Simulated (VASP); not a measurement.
All values below come from r2SCAN meta-GGA, VASP's PBE PAW potentials (set 64) (plane waves; VASP 6.6.1).

Input for VASP

### INCAR
```
# general
SYSTEM =Ti
PREC   =Accurate
ENCUT  =400
LREAL  =.False.
LASPH  =.True.

# electronic loop
EDIFF  =1E-6
NELM   =100
ALGO   =Normal
LMAXMIX=4
LMIXTAU=.True.

# smearing
ISMEAR =1
SIGMA  =0.1

# functional
METAGGA=R2SCAN

# ions
IBRION =2
NSW    =60
ISIF   =3
EDIFFG =-0.01

# output
LWAVE  =.False.
LCHARG =.False.
```

**KPOINTS**
```
K-points
0
gamma
  10 10 10
```

File POSCAR:
```
Ti
1
   -0.0000000000     2.7785853799     2.7785853799
    2.7785853799    -0.0000000000     2.7785853799
    2.7785853799     2.7785853799    -0.0000000000
Ti
2
Direct
  0.7500000000   0.7500000000   0.7500000000
  0.5000000000   0.5000000000   0.5000000000
```

POTCAR, in this order: Ti_sv (PBE.64 set). Program: vasp_std.

The run wrote:

### OSZICAR
```
       N       E                     dE             d eps       ncg     rms          rms(c)
DAV:   1     0.236215578870E+03    0.23622E+03   -0.12386E+04  1512   0.159E+03
DAV:   2     0.157712439213E+01   -0.23464E+03   -0.23313E+03  1632   0.470E+02
DAV:   3    -0.265191854489E+02   -0.28096E+02   -0.27627E+02  2984   0.134E+02
DAV:   4    -0.284264130603E+02   -0.19072E+01   -0.18785E+01  1560   0.359E+01
DAV:   5    -0.285742887216E+02   -0.14788E+00   -0.14716E+00  2280   0.727E+00    0.130E+01
DAV:   6    -0.214669951643E+02    0.71073E+01   -0.26777E+01  2000   0.547E+01    0.255E+00
DAV:   7    -0.207050451280E+02    0.76195E+00   -0.49550E+00  1848   0.202E+01    0.190E+00
DAV:   8    -0.207376724285E+02   -0.32627E-01   -0.60388E-01  2008   0.459E+00    0.207E+00
DAV:   9    -0.207218646239E+02    0.15808E-01   -0.23201E-02  2040   0.115E+00    0.196E+00
DAV:  10    -0.207266632600E+02   -0.47986E-02   -0.14500E-01  1736   0.329E+00    0.183E-01
DAV:  11    -0.206348574439E+02    0.91806E-01   -0.12694E-01  1504   0.288E+00    0.194E-01
DAV:  12    -0.206388781852E+02   -0.40207E-02   -0.87075E-03  2176   0.707E-01    0.197E-01
DAV:  13    -0.206404182639E+02   -0.15401E-02   -0.16626E-04  1792   0.959E-02    0.210E-01
DAV:  14    -0.206382836778E+02    0.21346E-02   -0.13425E-04  2024   0.985E-02    0.175E-01
DAV:  15    -0.206724959566E+02   -0.34212E-01   -0.26640E-02  1544   0.989E-01    0.406E-01
DAV:  16    -0.206865120448E+02   -0.14016E-01   -0.56560E-03  2176   0.429E-01    0.389E-01
DAV:  17    -0.206915131508E+02   -0.50011E-02   -0.15299E-03  1760   0.219E-01    0.385E-01
DAV:  18    -0.206979948554E+02   -0.64817E-02   -0.11630E-02  1528   0.621E-01    0.202E-01
DAV:  19    -0.206978457673E+02    0.14909E-03   -0.13629E-03  2040   0.243E-01    0.676E-02
DAV:  20    -0.206979165060E+02   -0.70739E-04   -0.21366E-04  1864   0.804E-02    0.596E-02
DAV:  21    -0.206978798169E+02    0.36689E-04   -0.59959E-05  1920   0.559E-02    0.278E-02
DAV:  22    -0.206979067816E+02   -0.26965E-04   -0.13947E-05  1344   0.332E-02    0.257E-02
DAV:  23    -0.206978962051E+02    0.10576E-04   -0.10183E-05  1880   0.258E-02    0.913E-03
DAV:  24    -0.206979061888E+02   -0.99837E-05   -0.39692E-06  1240   0.145E-02    0.318E-03
DAV:  25    -0.206979038448E+02    0.23440E-05   -0.60791E-07   784   0.693E-03    0.137E-03
DAV:  26    -0.206979059740E+02   -0.21292E-05   -0.31589E-07   768   0.509E-03    0.924E-04
DAV:  27    -0.206979050830E+02    0.89093E-06   -0.24537E-07   776   0.333E-03
   1 F= -.20697905E+02 E0= -.20697970E+02  d E =-.206979E+02
       N       E                     dE             d eps       ncg     rms          rms(c)
DAV:   1    -0.207113855886E+02   -0.13480E-01   -0.31150E-01  2080   0.761E+00    0.977E-01
DAV:   2    -0.206993039971E+02    0.12082E-01   -0.81587E-02  2072   0.314E+00    0.446E-01
DAV:   3    -0.206981766223E+02    0.11274E-02   -0.10250E-02  1920   0.648E-01    0.459E-02
DAV:   4    -0.206973974769E+02    0.77915E-03   -0.27080E-03  1624   0.545E-01    0.502E-02
DAV:   5    -0.206975952301E+02   -0.19775E-03   -0.26189E-03  1824   0.334E-01    0.274E-02
DAV:   6    -0.206980890535E+02   -0.49382E-03   -0.76945E-04  1976   0.146E-01    0.699E-02
DAV:   7    -0.206982547030E+02   -0.16565E-03   -0.26296E-04  1520   0.130E-01    0.337E-02
DAV:   8    -0.206982480004E+02    0.67026E-05   -0.46974E-05  1904   0.684E-02    0.958E-03
DAV:   9    -0.206982668625E+02   -0.18862E-04   -0.21437E-05  2120   0.434E-02    0.222E-02
DAV:  10    -0.206982667295E+02    0.13296E-06   -0.22891E-05  1576   0.465E-02    0.968E-03
DAV:  11    -0.206982673791E+02   -0.64957E-06   -0.24254E-06  1144   0.176E-02
   2 F= -.20698267E+02 E0= -.20698265E+02  d E =-.362296E-03
       N       E                     dE             d eps       ncg     rms          rms(c)
DAV:   1    -0.207242180145E+02   -0.25951E-01   -0.61174E-01  2088   0.107E+01    0.138E+00
DAV:   2    -0.207006131667E+02    0.23605E-01   -0.15663E-01  2088   0.438E+00    0.634E-01
DAV:   3    -0.206983262228E+02    0.22869E-02   -0.19915E-02  1904   0.899E-01    0.642E-02
DAV:   4    -0.206968016882E+02    0.15245E-02   -0.51038E-03  1624   0.766E-01    0.707E-02
DAV:   5    -0.206970573712E+02   -0.25568E-03   -0.52720E-03  1840   0.484E-01    0.390E-02
DAV:   6    -0.206981309498E+02   -0.10736E-02   -0.14863E-03  1976   0.209E-01    0.101E-01
DAV:   7    -0.206984183849E+02   -0.28744E-03   -0.57973E-04  1520   0.202E-01    0.430E-02
DAV:   8    -0.206984031117E+02    0.15273E-04   -0.75505E-05  1968   0.878E-02    0.109E-02
DAV:   9    -0.206984389287E+02   -0.35817E-04   -0.61692E-05  2312   0.748E-02    0.366E-02
DAV:  10    -0.206984346411E+02    0.42876E-05   -0.52499E-05  1584   0.733E-02    0.158E-02
DAV:  11    -0.206984355287E+02   -0.88758E-06   -0.60450E-06  1664   0.269E-02
   3 F= -.20698436E+02 E0= -.20698389E+02  d E =-.530446E-03
```

**OUTCAR**
```
------------------------ aborting loop because EDIFF is reached ----------------------------------------
  FORCE on cell =-STRESS in cart. coord.  units (eV):
  Direction    XX          YY          ZZ          XY          YZ          ZX
  --------------------------------------------------------------------------------------
  Total       -0.0077904     -0.0077904     -0.0077904     -0.0000000     -0.0000000      0.0000000
  in kB       -0.2950955     -0.2950955     -0.2950955     -0.0000000     -0.0000000      0.0000000
  external PRESSURE =      -0.2950955 kB  Pullay stress =       0.0000000 kB
  volume of cell :       42.30
      direct lattice vectors                 reciprocal lattice vectors
     0.000000000  2.765406009  2.765406009    -0.180805277  0.180805277  0.180805277
     2.765406009  0.000000000  2.765406009     0.180805277 -0.180805277  0.180805277
     2.765406009  2.765406009 -0.000000000     0.180805277  0.180805277 -0.180805277
 POSITION                                       TOTAL-FORCE (eV/Angst)
 -----------------------------------------------------------------------------------
      4.14811      4.14811      4.14811        -0.000000      0.000000      0.000000
      2.76541      2.76541      2.76541         0.000000     -0.000000     -0.000000
 -----------------------------------------------------------------------------------
    total drift:                                0.000000      0.000000      0.000000
  FREE ENERGIE OF THE ION-ELECTRON SYSTEM (eV)
  ---------------------------------------------------
  free  energy   TOTEN  =       -20.6984355287 eV

  energy  without entropy=      -20.6982950130  energy(sigma->0) =      -20.69838869

 reached required accuracy - stopping structural energy minimisation
```
(Selected blocks of OUTCAR.)

### CONTCAR
```
Ti
   1.00000000000000
     0.0000000000000000    2.7654060089672852    2.7654060089672852
     2.7654060089672852    0.0000000000000000    2.7654060089672852
     2.7654060089672852    2.7654060089672852   -0.0000000000000000
  Ti
     2
Direct
     0.7500000000000000    0.7500000000000000    0.7500000000000000
     0.5000000000000000    0.5000000000000000    0.5000000000000000
```

OUTCAR:
```
 val. band max:        6.1748806407   @ k =   0.1000   0.0000   0.0000

 cond. band min:       6.1846723026   @ k =  -0.1000   0.1000   0.0000


 Fermi energy:         6.1821110704

 k-point     1 :       0.0000    0.0000    0.0000
  band No.  band energies     occupation
      1     -52.9727      2.00000
      2     -52.3056      2.00000
      3     -28.4380      2.00000
      4     -28.4379      2.00000
      5     -28.4379      2.00000
      6     -27.5409      2.00000
      7     -27.5408      2.00000
      8     -27.5408      2.00000
      9       0.8825      2.00000
     10       5.2988      2.00000
     11       5.2988      2.00000
     12       6.0192      2.04347
     13       6.0192      2.04348
     14       6.0192      2.04348
     15       8.0322     -0.00000
     16       8.0322     -0.00000

 k-point     2 :       0.1000    0.0000    0.0000
  band No.  band energies     occupation
      1     -52.9611      2.00000
      2     -52.3193      2.00000
      3     -28.4504      2.00000
      4     -28.4503      2.00000
      5     -28.4397      2.00000
      6     -27.5411      2.00000
      7     -27.5281      2.00000
      8     -27.5280      2.00000
      9       1.0626      2.00000
     10       5.2104      2.00000
     11       5.2104      2.00000
     12       6.0272      2.05086
     13       6.1749      1.12227
     14       6.1749      1.12203
     15       7.8175     -0.00000
     16       8.0074     -0.00000

 k-point     3 :       0.2000    0.0000    0.0000
  band No.  band energies     occupation
      1     -52.9277      2.00000
      2     -52.3548      2.00000
      3     -28.4813      2.00000
      4     -28.4813      2.00000
      5     -28.4451      2.00000
      6     -27.5407      2.00000
      7     -27.4961      2.00000
      8     -27.4961      2.00000
      9       1.5849      2.00000
     10       5.1101      2.00000
     11       5.1101      2.00000
     12       6.0826      2.04924
     13       6.3928     -0.01113
...
```

The structure was generated: Ti was put into the diamond type (Fd-3m), which need not be its known phase. This run relaxes it. Symmetry was kept, so distortions that lower it aren't found. The start is the result of an earlier pass.
